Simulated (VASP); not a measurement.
# CsLi2 (P-6m2) in VASP: a series of runs, part 2 of 2

VASP 6.6.1.

### 4 Relaxation of cell and atoms, PBE

Contents of INCAR:

```
PREC = Accurate
ENCUT = 600
EDIFF = 1E-6
ISMEAR = -1
SIGMA = 0.05
LREAL = False
LASPH = True
NELM = 80
ALGO = Fast
ISIF = 3
LWAVE = False
LCHARG = False
GGA = PE
IBRION = 2
NSW = 60
EDIFFG = -0.02
```

Contents of KPOINTS:

```
Automatic mesh
0
Gamma
  8 8 3
```

Contents of POSCAR:

```
CsLi2
1.0
    3.9663300000      0.0000000000      0.0000000000
   -1.9831700000      3.4349500000      0.0000000000
    0.0000000000      0.0000000000     10.0283800000
Cs Li
1 2
Direct
    0.0000000000      0.0000000000      0.0000000000
    0.3333300000      0.6666700000      0.3486300000
    0.3333300000      0.6666700000      0.6513700000
```

Potentials or basis: VASP PAW PBE potentials, release 64 (Cs_sv, Li_sv).

Command:

```sh
cat potpaw_PBE.64/Cs_sv/POTCAR potpaw_PBE.64/Li_sv/POTCAR > POTCAR
mpirun -np 1 vasp_std > vasp.out
```

OUTCAR:

```text
PREC = Accurate
   ENCUT = 600
   EDIFF = 1E-6
   ISMEAR = -1
   LREAL = False
   LASPH = True
   NELM = 80
   ISIF = 3
   GGA = PE
   IBRION = 2
   NSW = 60
   EDIFFG = -0.02

 ion  position               nearest neighbor table
   1  0.000  0.000  0.000-
   2  0.333  0.667  0.349-
   3  0.333  0.667  0.651-

  LATTYP: Found a hexagonal cell.
 ALAT       =     3.9663300000
 C/A-ratio  =     2.5283776186

  Lattice vectors:

 A1 = (   3.9663300000,   0.0000000000,   0.0000000000)
 A2 = (  -1.9831700000,   3.4349500000,   0.0000000000)
 A3 = (   0.0000000000,   0.0000000000,  10.0283800000)

Analysis of symmetry for initial positions (statically):
=====================================================================
 Subroutine PRICEL returns:
 Original cell was already a primitive cell.

 Routine SETGRP: Setting up the symmetry group for a
 hexagonal supercell.

 Subroutine GETGRP returns: Found  4 space group operations
 (whereof  4 operations were pure point group operations)
 out of a pool of 24 trial point group operations.

The static configuration has the point symmetry C_2v.

Analysis of symmetry for dynamics (positions and initial velocities):
=====================================================================
 Subroutine PRICEL returns:
 Original cell was already a primitive cell.

 Routine SETGRP: Setting up the symmetry group for a
 hexagonal supercell.

 Subroutine GETGRP returns: Found  4 space group operations
 (whereof  4 operations were pure point group operations)
 out of a pool of 24 trial point group operations.

The dynamic configuration has the point symmetry C_2v.

 Subroutine INISYM returns: Found  4 space group operations
 (whereof  4 operations are pure point group operations),
 and found     1 'primitive' translations

----------------------------------------------------------------------------------------

                                     Primitive cell

  volume of cell :     136.6281

  direct lattice vectors                    reciprocal lattice vectors
     3.966330000  0.000000000  0.000000000     0.252122239  0.145562893  0.000000000
    -1.983170000  3.434950000  0.000000000     0.000000000  0.291125053  0.000000000
     0.000000000  0.000000000 10.028380000     0.000000000  0.000000000  0.099717003

  length of vectors
     3.966330000  3.966338961 10.028380000     0.291125710  0.291125053  0.099717003

  position of ions in fractional coordinates (direct lattice)
     0.000000000  0.000000000  0.000000000
     0.333330000  0.666670000  0.348630000
     0.333330000  0.666670000  0.651370000

  ion indices of the primitive-cell ions
   primitive index   ion index
                 1           1
                 2           2
                 3           3

----------------------------------------------------------------------------------------

 KPOINTS: Automatic mesh

Automatic generation of k-mesh.
 Grid dimensions read from file:
 generate k-points for:    8    8    3

[... 52 lines left out ...]
   NGXF,Y,Z  is equivalent  to a cutoff of  26.83, 26.83, 26.52 a.u.
 SYSTEM =  unknown system
   PREC   = accura    normal or accurate (medium, high low for compatibility)
   ISTART =      0    job   : 0-new  1-cont  2-samecut
   ICHARG =      2    charge: 1-file 2-atom 10-const
   ISPIN  =      1    spin polarized calculation?
   LNONCOLLINEAR =      F non collinear calculations
   LSORBIT =      F    spin-orbit coupling
   LASPH  =      T    aspherical Exc in radial PAW
   ENCUT  =  600.0 eV  44.10 Ry    6.64 a.u.   7.92  7.92 20.03*2*pi/ulx,y,z
   NELM   =     80;   NELMIN=  2; NELMDL= -5     # of ELM steps
   EDIFF  = 0.1E-05   stopping-criterion for ELM
   LREAL  =      F    real-space projection
   EDIFFG = -.2E-01   stopping-criterion for IOM
   NSW    =     60    number of steps for IOM
   IBRION =      2    ionic relax: 0-MD 1-quasi-New 2-CG
   NFREE  =      1    steps in history (QN), initial steepest desc. (CG)
   ISIF   =      3    stress and relaxation
   ISYM   =      2    0-nonsym 1-usesym 2-fastsym
   POTIM  = 0.5000    time-step for ionic-motion
   TEBEG  =    0.0;   TEEND  =   0.0 temperature during run
   PSTRESS=    0.0 pullay stress
   NELECT =      15.0000    total number of electrons
   NUPDOWN=      -1.0000    fix difference up-down
   EMIN   =  10.00;   EMAX   =-10.00  energy-range for DOS
   EFERMI =   0.00;   METHOD = LEGACY
   ISMEAR =    -1;   SIGMA  =   0.05  broadening in eV -4-tet -1-fermi 0-gaus
   EFERMI_NEDOS =   21; number of points for ismear=-14 and -15
   IALGO  =     68    algorithm
   IMIX   =      4    mixing-type and parameters
     AMIX     =   0.40;   BMIX     =  1.00
     AMIX_MAG =   1.60;   BMIX_MAG =  1.00
  volume/ion in A,a.u.               =      45.54       307.34
  Fermi-wavevector in a.u.,A,eV,Ry     =   0.783896  1.481349  8.360689  0.614493
  Thomas-Fermi vector in A             =   1.887918
   LORBIT       =      0    0 simple, 1 ext, 2 COOP (PROOUT), +10 PAW based schemes
   GGA     = PE    functional components
   LHFCALC =     F    Hartree Fock is set to
   AEXX    =    0.0000 exact exchange contribution
   IVDW    =     0    specifies the selected vdW correction
   LEPSILON=     F    determine dielectric tensor
   LRPA    =     F    only Hartree local field effects (RPA)
 conjugate gradient relaxation of ions
 non-spin polarized calculation
 RMM-DIIS sequential band-by-band and
  energy-cutoff  :      600.00
  volume of cell :      136.63
 maximum number of plane-waves:      4579
   NGX = 15   NGY = 15   NGZ = 41

--------------------------------------- Ionic step        1  -------------------------------------------

 number of electron      14.9999995 magnetization

 Free energy of the ion-electron system (eV)
  ---------------------------------------------------
  ext. energy  EPLUGINS =         0.00000000
  ---------------------------------------------------
  free energy    TOTEN  =        -3.43516872 eV

  energy without entropy =       -3.41568671  energy(sigma->0) =       -3.42542771

------------------------ aborting loop because EDIFF is reached ----------------------------------------

  FORCE on cell =-STRESS in cart. coord.  units (eV):
  Direction    XX          YY          ZZ          XY          YZ          ZX
  --------------------------------------------------------------------------------------
  -------------------------------------------------------------------------------------
  Total        0.0113838      0.0113333     -0.1532636     -0.0000438      0.0000000      0.0000000
  in kB        0.1334926      0.1329003     -1.7972544     -0.0005137      0.0000000      0.0000000
  external PRESSURE =      -0.5102872 kB  Pullay stress =       0.0000000 kB
[... 61 lines left out ...]
--------------------------------------- Ionic step        3  -------------------------------------------

 number of electron      14.9999995 magnetization

 Free energy of the ion-electron system (eV)
  ---------------------------------------------------
  ext. energy  EPLUGINS =         0.00000000
  ---------------------------------------------------
  free energy    TOTEN  =        -3.43598575 eV

  energy without entropy =       -3.41748987  energy(sigma->0) =       -3.42673781

 E-fermi :   0.6533     XC(G=0):  -6.4285

 val. band max:        0.6426920270   @ k =   0.3750  -0.0000   0.0000
 cond. band min:       0.6660226909   @ k =   0.5000   0.0000   0.3333
 fundamental gap:      0.0233306639
 Fermi energy:         0.6533384244

 k-point     1 :       0.0000    0.0000    0.0000
  band No.  band energies     occupation
      1     -47.0055      2.00000
      2     -47.0022      2.00000
      3     -23.2742      2.00000
      4     -10.0240      2.00000
      5      -9.3661      2.00000
      6      -9.3661      2.00000
      7      -1.7084      2.00000
      8      -0.1821      2.00000
      9       0.0217      1.99999
     10       1.7443      0.00000
     11       3.8615      0.00000
[... 309 lines left out ...]
 k-point    24 :      -0.1250    0.1250    0.3333
  band No.  band energies     occupation
      1     -47.0054      2.00000
      2     -47.0021      2.00000
      3     -23.2444      2.00000
      4      -9.9796      2.00000
      5      -9.6332      2.00000
      6      -9.4215      2.00000
      7      -1.3146      2.00000
      8      -0.6808      2.00000
      9       1.0403      0.00087
     10       1.7621      0.00000
     11       3.3106      0.00000

 [... further k-points ...]

------------------------ aborting loop because EDIFF is reached ----------------------------------------

  FORCE on cell =-STRESS in cart. coord.  units (eV):
  Direction    XX          YY          ZZ          XY          YZ          ZX
  --------------------------------------------------------------------------------------
  -------------------------------------------------------------------------------------
  Total       -0.0018773     -0.0018295     -0.0055764      0.0000414      0.0000000      0.0000000
  in kB       -0.0222008     -0.0216360     -0.0659469      0.0004892      0.0000000      0.0000000
  external PRESSURE =      -0.0365946 kB  Pullay stress =       0.0000000 kB
[... 18 lines left out ...]
  FREE ENERGIE OF THE ION-ELECTRON SYSTEM (eV)
  ---------------------------------------------------
  free  energy   TOTEN  =        -3.4359857452 eV

  energy  without entropy=       -3.4174898666  energy(sigma->0) =       -3.42673781

 reached required accuracy - stopping structural energy minimisation
```

OSZICAR:

```text
N       E                     dE             d eps       ncg     rms          rms(c)
DAV:   1     0.831062673487E+02    0.83106E+02   -0.65380E+03   924   0.124E+03
DAV:   2     0.911169392502E+01   -0.73995E+02   -0.70848E+02  1350   0.203E+02
DAV:   3    -0.705409589924E+00   -0.98171E+01   -0.96946E+01  1116   0.710E+01
DAV:   4    -0.348859271011E+01   -0.27832E+01   -0.27635E+01  1827   0.265E+01
[... 40 lines left out ...]
RMM:   7    -0.343597923401E+01   -0.35555E-05   -0.48978E-05  1183   0.502E-02    0.234E-03
RMM:   8    -0.343598236730E+01   -0.31333E-05   -0.28770E-05  1043   0.387E-02    0.346E-03
RMM:   9    -0.343598388058E+01   -0.15133E-05   -0.16682E-05   965   0.313E-02    0.467E-03
RMM:  10    -0.343598492708E+01   -0.10465E-05   -0.11020E-05   901   0.264E-02    0.375E-03
RMM:  11    -0.343598574523E+01   -0.81815E-06   -0.77005E-06   837   0.228E-02
   3 F= -.34359857E+01 E0= -.34267378E+01  d E =-.817025E-03
```

Wall time 3.3 min (1 thread of Intel Xeon Platinum 8488C (Sapphire Rapids), shared host); peak memory 0.32 GiB.

Results:

```yaml
Free_energy: -3.4360 eV
Relaxed_volume: 45.16 Å³/atom
Relaxed_cell: a = 3.969 Å, b = 3.969 Å, c = 9.930 Å, α = 90.00°, β = 90.00°, γ = 120.00°
Space_group_after_relaxing_to_0.05_Å: P-6m2 (No. 187)
Energy_gained_by_relaxing: 0.3 meV/atom
Ionic_steps: 3
Pressure_after_relaxing: 0.0 GPa
Largest_force_after_relaxing: 0.006 eV/Å
Band_gap_on_the_k_mesh: none (metal or under the smearing width)
```

Forces in eV/Å, atoms in the order of the input:
```
Cs   0.000  0.000  0.000
Li   0.000  0.000  0.006
Li   0.000  0.000 -0.006
```

Step by step:
```csv
step,energy change (eV),largest force (eV/Å),pressure (GPa),volume (Å³)
1,0.0000,0.0082,-0.05,136.63
2,-0.0003,0.0083,-0.04,136.34
3,-0.0008,0.0064,0.00,135.48
```

Final structure:
```
Cs Li
1.0
     3.96923   -0.00001    0.00000
    -1.98463    3.43746    0.00000
     0.00000    0.00000    9.92952
Cs Li
1 2
Direct
  0.00000 0.00000 0.00000
  0.33333 0.66667 0.34879
  0.33333 0.66667 0.65121
```

Caveat: the cutoff is under 1.25 times the usual one of these potentials, so pressure, stress and relaxed cells hold a basis-set (Pulay) error. Spin-orbit coupling is left out, which matters for the levels of Cs.

### 5 For comparison

An earlier run on the cell as given: functional PBE; potentials or basis VASP PAW PBE potentials, release 64 (Cs_sv, Li_sv); cutoff 520 eV; k mesh 8 × 8 × 3; occupations fermi-dirac, width 0.05 eV; no spin polarisation.

* Largest force: 0.008 eV/Å
* Band gap on the k mesh: none (metal or under the smearing width)

### 6 Overview

| task | potentials or basis | cell | cutoff (eV) | gap on the mesh (eV) | pressure (GPa) | relaxed volume (Å³/atom) | largest force (eV/Å) |
| --- | --- | --- | --- | --- | --- | --- | --- |
| relaxation of cell and atoms | VASP PAW PBE potentials, release 64 (Cs_sv, Li_sv) | relaxed | 600 | none | 0.0 | 45.16 | 0.01 |
| relaxation of cell and atoms | VASP PAW PBE potentials, release 64 (Cs_sv, Li) | relaxed | 600 | none | 0.0 | 45.46 | 0.01 |
| single point | VASP PAW PBE potentials, release 64 (Cs_sv, Li_sv) | as given | 520 | none | - | - | 0.01 |

Alike in all rows: level PBE; no spin polarisation; k mesh 8 × 8 × 3; smearing fermi-dirac 0.05 eV.

Caveats: the cutoff is under 1.25 times the usual one of these potentials, so pressure, stress and relaxed cells hold a basis-set (Pulay) error (some runs).

Total energies depend on the potentials used, so only differences within one code and one set of settings carry meaning.
